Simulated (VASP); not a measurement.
A convergence study with VASP on Ta (bcc): one setting is varied, all else stays as given below, so the limit is that of these other settings. The cell's lengths are 1 % over those of the tabulated start, so it is off equilibrium.

```
Ta
1.0
   -1.66650     1.66650     1.66650
    1.66650    -1.66650     1.66650
    1.66650     1.66650    -1.66650
Ta
1
Cartesian
  0.00000   0.00000   0.00000
```

Level of theory: PBEsol GGA, VASP's PBE PAW potentials (set 64) (plane waves; VASP). The tightest run used: 1000 eV cut-off, 17×17×17 Γ-centred mesh, first-order Methfessel-Paxton smearing of 0.10 eV, potentials Ta_pv.

**Question.** The settings run are ENCUT = 150; ENCUT = 250; ENCUT = 350; ENCUT = 450; ENCUT = 550; ENCUT = 600; ENCUT = 650; ENCUT = 700; ENCUT = 750; ENCUT = 800; ENCUT = 850; ENCUT = 1000. From which on does the stress (every component) stay within 0.1 GPa of the tightest run?

**Answer.** From ENCUT = 450 on: it is off by 0.05 there and by no more than 0.1 in any finer run, while ENCUT = 350 is off by 0.22.
```json
[
 {"setting": "ENCUT = 150", "E (eV/atom)": "-12.5887", "pressure (GPa)": "-65.20", "plane waves": "83", "difference judged (GPa)": "56.31"},
 {"setting": "ENCUT = 250", "E (eV/atom)": "-12.5250", "pressure (GPa)": "-9.54", "plane waves": "177", "difference judged (GPa)": "0.65"},
 {"setting": "ENCUT = 350", "E (eV/atom)": "-12.5275", "pressure (GPa)": "-9.11", "plane waves": "285", "difference judged (GPa)": "0.22"},
 {"setting": "ENCUT = 450", "E (eV/atom)": "-12.5279", "pressure (GPa)": "-8.95", "plane waves": "414", "difference judged (GPa)": "0.05"},
 {"setting": "ENCUT = 550", "E (eV/atom)": "-12.5282", "pressure (GPa)": "-8.92", "plane waves": "559", "difference judged (GPa)": "0.03"},
 {"setting": "ENCUT = 600", "E (eV/atom)": "-12.5283", "pressure (GPa)": "-8.91", "plane waves": "635", "difference judged (GPa)": "0.02"},
 {"setting": "ENCUT = 650", "E (eV/atom)": "-12.5283", "pressure (GPa)": "-8.91", "plane waves": "715", "difference judged (GPa)": "0.01"},
 {"setting": "ENCUT = 700", "E (eV/atom)": "-12.5284", "pressure (GPa)": "-8.90", "plane waves": "792", "difference judged (GPa)": "0.00"},
 {"setting": "ENCUT = 750", "E (eV/atom)": "-12.5284", "pressure (GPa)": "-8.90", "plane waves": "899", "difference judged (GPa)": "0.00"},
 {"setting": "ENCUT = 800", "E (eV/atom)": "-12.5284", "pressure (GPa)": "-8.90", "plane waves": "968", "difference judged (GPa)": "0.00"},
 {"setting": "ENCUT = 850", "E (eV/atom)": "-12.5284", "pressure (GPa)": "-8.90", "plane waves": "1055", "difference judged (GPa)": "0.00"},
 {"setting": "ENCUT = 1000", "E (eV/atom)": "-12.5283", "pressure (GPa)": "-8.90", "plane waves": "1348", "difference judged (GPa)": "0.00"}
]
```

Left out are rungs that failed or repeat a setting and relaxations that didn't move; long series are thinned to 24 rows.

The compound is Ta in the bcc structure. The cell was not relaxed at this level.
